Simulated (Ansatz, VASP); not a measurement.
## Si (amorphous Si): VASP beside Ansatz

Aim: how closely do two programs agree when they are given the same cell, functional and k mesh? The cell is taken from a series of runs on this material, whose earlier steps may have relaxed, scaled, displaced or heated it; both programs get it as it stands.

Program: Ansatz 0.2.0. Level of theory: plane waves, with VASP 6.6.1 beside it; single point at r2SCAN. Results are calculated unless marked as measured.

### 1. Starting point

The cell holds 127 atoms: 127 Si. Its edges and angles: a = 13.787 Å, b = 13.787 Å, c = 13.787 Å, α = 90.0°, β = 90.0°, γ = 90.0°. As first built, before any earlier steps moved the atoms (in the runner's words): 127 atoms (127 Si) placed at random at 2.26 g/cm^3, melted at 2500 K for 20 ps at fixed volume with the modified Tersoff potential (Kumagai, Izumi, Hara and Sakai, Comput. Mater. Sci. 39, 457 (2007)). Quenched from 2500 K to 300 K at 10 K/ps and fixed volume, held 5 ps.

### 2. Ansatz: single point, r2SCAN

Ansatz runs on its default PAW (the set named soft_2) files.

A single point gives forces, pressure and levels at one fixed geometry, so differences don't come from the geometry; what else differs is listed under the comparison.

Input file input.yaml:

```yaml
crystal:
  lattice:
    - [13.7871, 0.0, 0.0]
    - [0.0, 13.7871, 0.0]
    - [0.0, 0.0, 13.7871]
  atoms:
    - { symbol: Si, position: [0.32192, 0.03535, 0.4023] }
    - { symbol: Si, position: [0.13072, 0.41001, 0.74629] }
    - { symbol: Si, position: [0.6273, 0.65396, 0.70536] }
    - { symbol: Si, position: [0.39719, 0.36368, 0.12493] }
    - { symbol: Si, position: [0.51543, 0.5869, 0.59347] }
    - { symbol: Si, position: [0.97627, 0.66376, 0.71845] }
    - { symbol: Si, position: [0.53023, 0.84584, 0.34085] }
    - { symbol: Si, position: [0.90538, 0.84846, 0.23818] }
    - { symbol: Si, position: [0.38638, 0.01653, 0.93386] }
    - { symbol: Si, position: [0.63868, 0.74329, 0.25944] }
    - { symbol: Si, position: [0.40046, 0.97763, 0.68022] }
    - { symbol: Si, position: [0.73135, 0.75374, 0.61092] }
    - { symbol: Si, position: [0.81946, 0.3055, 0.17704] }
    - { symbol: Si, position: [0.98692, 0.46077, 0.99182] }
    - { symbol: Si, position: [0.58657, 0.95033, 0.46653] }
    - { symbol: Si, position: [0.49323, 0.19302, 0.5798] }
    - { symbol: Si, position: [0.08407, 0.30969, 0.61872] }
    - { symbol: Si, position: [0.9371, 0.67629, 0.20497] }
    - { symbol: Si, position: [0.86562, 0.84687, 0.40489] }
    - { symbol: Si, position: [0.13041, 0.07175, 0.79605] }
    - { symbol: Si, position: [0.44114, 0.45771, 0.84228] }
    - { symbol: Si, position: [0.74944, 0.2776, 0.93111] }
    - { symbol: Si, position: [0.27006, 0.4734, 0.09105] }
    - { symbol: Si, position: [0.35738, 0.85954, 0.1365] }
    - { symbol: Si, position: [0.29306, 0.48619, 0.92438] }
    - { symbol: Si, position: [0.8605, 0.14151, 0.22341] }
    - { symbol: Si, position: [0.89086, 0.20246, 0.72871] }
    - { symbol: Si, position: [0.6034, 0.52313, 0.45255] }
    - { symbol: Si, position: [0.86208, 0.08934, 0.48862] }
    - { symbol: Si, position: [0.02657, 0.04808, 0.53924] }
[... 91 atom lines left out ...]
    - { symbol: Si, position: [0.35557, 0.60286, 0.36076] }
    - { symbol: Si, position: [0.87689, 0.36744, 0.70716] }
    - { symbol: Si, position: [0.85962, 0.58107, 0.8148] }
    - { symbol: Si, position: [0.04101, 0.12867, 0.93931] }
    - { symbol: Si, position: [0.48356, 0.48834, 0.33761] }
    - { symbol: Si, position: [0.23783, 0.52584, 0.65814] }
kpoints:
  mp_grid: { grid: [1, 1, 1] }
hamiltonian:
  xc: r2scan
scf:
  occupations: { method: gaussian, width: 0.025 }
output:
  forces: true
  stress: true
  populations: intrinsic
  dos:
    method: { smearing: { sigma: 0.08 } }
    de: 0.1
    projected: { site_lists: { Si: [Si] } }
  eigenvalues: true
  write_density: true
  write_potential: true
  volumetric_format: npy
  elf: true
```

Launch:

```
$ ansatz run input.yaml --threads 4 --pin off --max-ram 8192MiB --backend cpu --events-out ev --progress --plain --runs-dir out
```

Numbers of over 12 decimals in the logs are rounded to 6 here.

The program printed:

```text
Engine: ansatz 0.2.0, aarch64-unknown-linux-gnu
Pseudopotentials: kind: paw
Pseudopotential: Si, paw, valence charge 4, recommended cutoff 500 eV (meta_gga), Si.paw.azcp
Functional definition: r2SCAN
  parameter k0 = 0.174
  parameter k1 = 0.065
  parameter a1 = 4.9479
  exchange = r2scan_x(k0 = k0, k1 = k1, a1 = a1)
  correlation = r2scan_c
Crystal: 127 atoms, lattice volume = 2620.709 Å³
Basis set: ecut = 500 eV, 66539 PW (Γ), exchange–correlation on 432×432×432 points (64 copies of the dense FFT grid, shifted against one another)
Bands: 381, of which v1, the nominal top of the filled ones, is band 254 counted from 1 (253 counted from 0)
Symmetry: 1 space group operations
Space group: P1 (ITA 1), of the structure as read, at distance tolerance 1.4e-4 Å
k-points: 1
Non-local potential: Si, projectors of the file, l = 0: 2, l = 1: 2, l = 2: 2
PAW form: soft (Blöchl's): semilocal exchange-correlation on the pseudo side does not see the compensation charge
PAW frozen core: Si, regenerated for the run's functional (the file was generated under x = pbe(κ = 0.804, μ = 0.219515), c = pbe(β = 0.066725))
PAW one-centre angular grid: Si, 302 points (default); XC on 160 Gauss nodes
Initial density: superposition of atomic densities (neutral atoms: chi_scale 0, normalization atom), corrected by the library's trained network
Initial wavefunctions: pseudopotential atomic-orbital guess
Functional: x = r2scan, c = r2scan; τ floored in thin density (d = 2e-4 eV/Å³)
SCF iter   1: F=—  HF=-81131.064814 eV  |F-HF|=—  |Δ(HF+E_count)|=         —  Δρ=5.20e-3  dr2=1.83e0  dr2_τ=7.10e-1  ethr=1.77e-3  ⟨swp⟩=6.0  Hψ=1773  notcnv=0  defer=66
preconditioner: auto → Resta (q_TF=auto, 2.076 Å⁻¹)  ε∞=5.1  [insulator: Δε(μ)=0.555 eV  Ē_g=8.066 eV  σ=0.025 eV  W_gap=1.00  n_scr=388 (ndim 8)  ℏωp=16.3 eV  f_vac=0.000  D(μ)=0.00/eV (n_scr^D=0)  ε∞_Penn≈5.1]
SCF iter   2: F=—  HF=-81131.917250 eV  |F-HF|=—  |Δ(HF+E_count)|=   8.52e-1  Δρ=3.18e-3  dr2=2.69e-1  dr2_τ=1.46e-3  ethr=3.61e-4  ⟨swp⟩=3.0  Hψ=667  notcnv=0  defer=123
SCF iter   3: F=—  HF=-81131.904687 eV  |F-HF|=—  |Δ(HF+E_count)|=   1.26e-2  Δρ=1.52e-3  dr2=6.14e-2  dr2_τ=2.34e-4  ethr=5.29e-5  ⟨swp⟩=3.0  Hψ=420  notcnv=0  defer=123
SCF iter   4: F=—  HF=-81131.904097 eV  |F-HF|=—  |Δ(HF+E_count)|=   5.90e-4  Δρ=1.95e-4  dr2=5.85e-3  dr2_τ=3.04e-5  ethr=1.21e-5  ⟨swp⟩=3.0  Hψ=505  notcnv=0  defer=123
SCF iter   5: F=—  HF=-81131.903932 eV  |F-HF|=—  |Δ(HF+E_count)|=   1.66e-4  Δρ=7.07e-5  dr2=4.59e-4  dr2_τ=2.06e-6  ethr=1.15e-6  ⟨swp⟩=2.0  Hψ=387  notcnv=0  defer=123
SCF iter   6: F=—  HF=-81131.903995 eV  |F-HF|=—  |Δ(HF+E_count)|=   6.32e-5  Δρ=2.79e-5  dr2=1.02e-4  dr2_τ=3.77e-7  ethr=9.03e-8  ⟨swp⟩=2.0  Hψ=383  notcnv=0  defer=123
SCF iter   7: F=—  HF=-81131.904006 eV  |F-HF|=—  |Δ(HF+E_count)|=   1.07e-5  Δρ=9.75e-6  dr2=1.10e-5  dr2_τ=5.50e-8  ethr=2.01e-8  ⟨swp⟩=2.0  Hψ=382  notcnv=0  defer=123
SCF iter   8: F=—  HF=-81131.905510 eV  |F-HF|=—  |Δ(HF+E_count)|=   1.50e-3  Δρ=2.96e-6  dr2=8.09e-7  dr2_τ=4.95e-9  ethr=2.17e-9  ⟨swp⟩=3.0  Hψ=543  notcnv=0  defer=123
SCF iter   9: F=—  HF=-81131.905510 eV  |F-HF|=—  |Δ(HF+E_count)|=   1.67e-7  Δρ=9.90e-7  dr2=1.33e-7  dr2_τ=5.77e-10  ethr=1.59e-10  ⟨swp⟩=2.0  Hψ=395  notcnv=0  defer=123
SCF iter  10: F=-81131.905510 eV  HF=-81131.905510 eV  |F-HF|=5.28e-9  |Δ(HF+E_count)|=   5.49e-9  Δρ=3.52e-7  dr2=1.19e-8  dr2_τ=6.85e-11  ethr=1.97e-11  ⟨swp⟩=18.0  Hψ=3506  notcnv=0
SCF 1 converged in 10 iterations: F = -81131.905510 eV  dr2 = 1.19e-8
  greatest PAW one-centre occupation: 0.681 electrons in one spin orbital (limit 2), on the Si atom at site 36 (counted from 0), in its partial waves of l = 0
SCF converged after 10 iterations
Free energy (F): -81131.905510 eV
Harris-Foulkes:  -81131.905510 eV  (|F-HF|=5.28e-9)
Internal energy: -81131.905510 eV  (E = F + TS)
E sigma→0 (E₀):  -81131.905510 eV
Fermi energy:    6.119944 eV
--- Per-component energies (eV) ---
  E_band       = 329.504623
  E_kinetic    = 5079.921141
  E_local      = -3976.660711  (includes V_loc(G=0)·N_el)
  E_nonlocal   = 3154.960221
  E_hartree    = 1204.749754
  E_xc         = -6513.551145
  E_vxc        = -6283.393099  (∫ρ·V_xc dr)
  E_paw        = -65963.553231  (= ΣΔE_a)
  E_vpaw       = -303.343449  (= ΣTr[D̂ρ^β])
  E_aug_tail   = 0.000565  (compensation charges beyond the density's cutoff)
  E_vtau       = 248.519155  (kinetic-family band-sum trace: ∫τ·v_τ [+ j·A + Jᵃ·Aᵃ] dr)
  E_ewald      = -14108.065116
  E_core_change = -9.706989  (= ΣΔE_core)
  E_smearing   = -0.000000  (= −TS)
  E_closure    = 0.000000  (closes the sum)
  Σ components = -81131.905510   (vs F -81131.905510, Δ=0.00e0)
--- Forces (eV/Å), atoms counted from 1 ---
  atom   1  Si    -0.01786028    -0.00405539     0.00307078
  atom   2  Si     0.00214015    -0.00679375     0.00433621
  atom   3  Si     0.00360772    -0.00307516     0.00270958
[...]
atom  89  Si    -0.00100238     0.00205138    -0.01246385
  atom  90  Si    -0.00232031     0.00583980     0.00649828
  atom  91  Si    -0.00312071    -0.00722284    -0.00128541
  atom  92  Si     0.00301894     0.00159739     0.00288508
  atom  93  Si     0.00981542    -0.00330570     0.01689834
  atom  94  Si     0.00400061    -0.00158970     0.00302109
  atom  95  Si     0.00382217     0.00447722     0.00025324
  atom  96  Si     0.00132349     0.01379354    -0.00818116
  atom  97  Si    -0.01221005     0.00360613     0.01129110
  atom  98  Si    -0.00134028     0.00037979    -0.00284849
  atom  99  Si     0.00075387    -0.00153095     0.00165638
  atom 100  Si     0.00410350     0.00371628    -0.00063521
  atom 101  Si     0.00268166     0.00013564    -0.00325596
  atom 102  Si     0.00249050    -0.00258851    -0.00361057
  atom 103  Si    -0.00283370    -0.00328515     0.02415435
  atom 104  Si    -0.00269206    -0.00573557     0.00343575
  atom 105  Si    -0.00222507    -0.00419513    -0.00572300
  atom 106  Si    -0.00350801     0.00264401     0.00362810
  atom 107  Si     0.00256823    -0.00035661     0.00570099
  atom 108  Si     0.01780246    -0.02735685     0.00144093
  atom 109  Si     0.00356355    -0.00022385    -0.00085809
[...]
atom 120  Si    -0.01062069    -0.00140772    -0.01921095
  atom 121  Si    -0.00209094     0.00097603    -0.00034038
  atom 122  Si    -0.01159117    -0.00267673    -0.00260570
  atom 123  Si     0.00340764    -0.00254087     0.00066761
  atom 124  Si     0.01739484    -0.00727371    -0.00064051
  atom 125  Si    -0.00155434    -0.00187469    -0.00114788
  atom 126  Si    -0.00641137     0.00088704     0.00510515
  atom 127  Si    -0.00532744     0.00026172     0.00081718
  max |Σ_I F_I| component: 2.00e-5 eV/Å
--- Stress (GPa, compression-positive) ---
       -2.594479       0.053887       1.975117
        0.053886      -0.652006      -1.476312
        1.975117      -1.476312      -1.448444
  P = ⅓ Tr σ = -1.5650 GPa (-15.650 kbar)
--- Band table (eV) ---
  k-point 0: bands = [... 250 lower, 5.5071, 5.6057, 5.6273, 5.9796, 6.2602, 6.5744, 6.7304, 6.7632, ... 123 higher]
--- intrinsic populations: 127 sites ---
  site symbol       q [e]
     0     Si      4.0056
     1     Si      3.9746
     2     Si      3.9647
     3     Si      4.0015
     4     Si      4.0094
     5     Si      3.9561
     6     Si      3.9984
     7     Si      4.0267
     8     Si      4.0123
     9     Si      4.0083
    10     Si      3.9584
    11     Si      4.0575
    12     Si      3.9603
    13     Si      3.9868
    14     Si      4.0372
    15     Si      3.9997
    16     Si      3.9946
    17     Si      3.9736
    18     Si      3.9948
    19     Si      3.9844
    20     Si      3.9807
    21     Si      3.9923
    22     Si      3.9742
    23     Si      4.0298
[...]
119     Si      3.9551
   120     Si      3.9963
   121     Si      3.9859
   122     Si      3.9773
   123     Si      4.0026
   124     Si      3.9816
   125     Si      4.0007
   126     Si      4.0224
  spilling = -0.000000 (of n_electrons = 508.000000)
```

Reading the cycles: dr2 is the Hartree energy of the density residual (eV), the measure of convergence; HF is the Harris–Foulkes estimate of the energy, which meets the free energy F at convergence.

### 3. VASP: single point, r2SCAN

The same cell, functional, mesh and smearing now go to VASP, with its own data sets.

Lines of VASP's logs that name or quote its potential files are left out, and so is its time.

Input file INCAR:

```
SYSTEM = Si
PREC = Accurate
ENCUT = 550
EDIFF = 1E-06
NELM = 120
ISMEAR = 0
SIGMA = 0.025
LREAL = Auto
ALGO = Normal
METAGGA = R2SCAN
LASPH = .TRUE.
NBANDS = 352
LORBIT = 11
LWAVE = .FALSE.
LCHARG = .FALSE.
ISIF = 2
GGA_COMPAT = .FALSE.
EFERMI = MIDGAP
LMIXTAU = .TRUE.
NCORE = 4
```

Input file POSCAR:

```
Si
1.0
   13.7871000000      0.0000000000      0.0000000000
    0.0000000000     13.7871000000      0.0000000000
    0.0000000000      0.0000000000     13.7871000000
Si
127
Direct
    0.3219200000      0.0353500000      0.4023000000
    0.1307200000      0.4100100000      0.7462900000
    0.6273000000      0.6539600000      0.7053600000
    0.3971900000      0.3636800000      0.1249300000
    0.5154300000      0.5869000000      0.5934700000
    0.9762700000      0.6637600000      0.7184500000
    0.5302300000      0.8458400000      0.3408500000
    0.9053800000      0.8484600000      0.2381800000
    0.3863800000      0.0165300000      0.9338600000
    0.6386800000      0.7432900000      0.2594400000
    0.4004600000      0.9776300000      0.6802200000
    0.7313500000      0.7537400000      0.6109200000
    0.8194600000      0.3055000000      0.1770400000
    0.9869200000      0.4607700000      0.9918200000
    0.5865700000      0.9503300000      0.4665300000
    0.4932300000      0.1930200000      0.5798000000
    0.0840700000      0.3096900000      0.6187200000
    0.9371000000      0.6762900000      0.2049700000
    0.8656200000      0.8468700000      0.4048900000
    0.1304100000      0.0717500000      0.7960500000
    0.4411400000      0.4577100000      0.8422800000
    0.7494400000      0.2776000000      0.9311100000
    0.2700600000      0.4734000000      0.0910500000
    0.3573800000      0.8595400000      0.1365000000
    0.2930600000      0.4861900000      0.9243800000
    0.8605000000      0.1415100000      0.2234100000
    0.8908600000      0.2024600000      0.7287100000
    0.6034000000      0.5231300000      0.4525500000
    0.8620800000      0.0893400000      0.4886200000
    0.0265700000      0.0480800000      0.5392400000
[... 91 atom lines left out ...]
    0.3555700000      0.6028600000      0.3607600000
    0.8768900000      0.3674400000      0.7071600000
    0.8596200000      0.5810700000      0.8148000000
    0.0410100000      0.1286700000      0.9393100000
    0.4835600000      0.4883400000      0.3376100000
    0.2378300000      0.5258400000      0.6581400000
```

Input file KPOINTS:

```
Automatic mesh
0
Gamma
1 1 1
0 0 0
```

The projector-augmented-wave data sets are Si (PBE family, release 64).

Launch:

```
$ mpirun -np 16 vasp_gam
```

The program printed:

```text
[banner, memory and clock lines left out]
running   16 mpi-ranks, on    1 nodes
[...]
|                                                                             |
|               ----> ADVICE to this user running VASP <----                  |
|                                                                             |
|     You enforced a specific xc type in the INCAR file but a different       |
|     [... a line on the potential file left out ...]
|     I HOPE YOU KNOW WHAT YOU ARE DOING!                                     |
|                                                                             |

 LDA part: xc-table for (None), standard interpolation
 POSCAR, INCAR and KPOINTS ok, starting setup
[...]
entering main loop
       N       E                     dE             d eps       ncg     rms          rms(c)
DAV:   1     0.209201251834E+04    0.20920E+04   -0.23398E+05   704   0.137E+03
DAV:   2    -0.829904802217E+03   -0.29219E+04   -0.27287E+04   888   0.220E+02
DAV:   3    -0.115298545238E+04   -0.32308E+03   -0.31461E+03   888   0.631E+01
DAV:   4    -0.116296822822E+04   -0.99828E+01   -0.98847E+01   864   0.128E+01
[...]
DAV:  21    -0.108462452692E+04    0.12265E-04   -0.82292E-06   736   0.694E-03    0.231E-03
DAV:  22    -0.108462453022E+04   -0.33026E-05   -0.24295E-06   488   0.413E-03    0.126E-03
DAV:  23    -0.108462453013E+04    0.91357E-07   -0.27695E-07   400   0.115E-03
   1 F= -.10846245E+04 E0= -.10846245E+04  d E =-.707787E-15
```

From OUTCAR (step 3):

```text
  FREE ENERGIE OF THE ION-ELECTRON SYSTEM (eV)
  ---------------------------------------------------
  free  energy   TOTEN  =     -1084.6245301278 eV

  energy  without entropy=    -1084.6245301278  energy(sigma->0) =    -1084.62453013
```

The run ends at a pressure of -1.76 GPa, with forces up to 0.035 eV/Å.

### 4. Comparison

Known differences besides the potentials themselves: VASP keeps PBE cores, Ansatz makes them for the functional; the cutoff is 500 eV in Ansatz and 550 eV in VASP (PREC = Accurate, projectors in real space). Total energies have different zeros and are not compared.

Both answers:

| quantity | Ansatz | VASP | difference |
| --- | --- | --- | --- |
| pressure (GPa) | -1.56 | -1.76 | +0.20 |
| gap on the k mesh (eV) | 0.281 | 0.280 | +0.001 |

At this near-relaxed geometry the largest component of a force difference is 19 meV/Å. A gap on the mesh is an upper bound, since the band edges may lie between its points.

### 5. Results

| Property | Result |
| --- | --- |
| difference in gap on the k mesh (single point, r2SCAN) | 8.0e-4 eV |
| r.m.s. force difference (single point, r2SCAN) | 6.1 meV/Å |

The r.m.s. force difference is 6.1 meV/Å (single point, r2SCAN), within the 12 meV/Å picked in this series as the mark of a large difference. How closely two codes agree says nothing of how well the functional describes the real material.

[Lines on the potential files, build, host, timing and source positions are cut from VASP's logs without a mark.]

[Logs are printed without paths, hosts, clocks, repeated set-up lines and the standing remarks that a program may print on its own settings, such as how far it seeks lower states.]

[Hosts, paths, dates, database ids (printed as entryN), source tags and the programs' standing remarks are cut or masked in the printed files.]
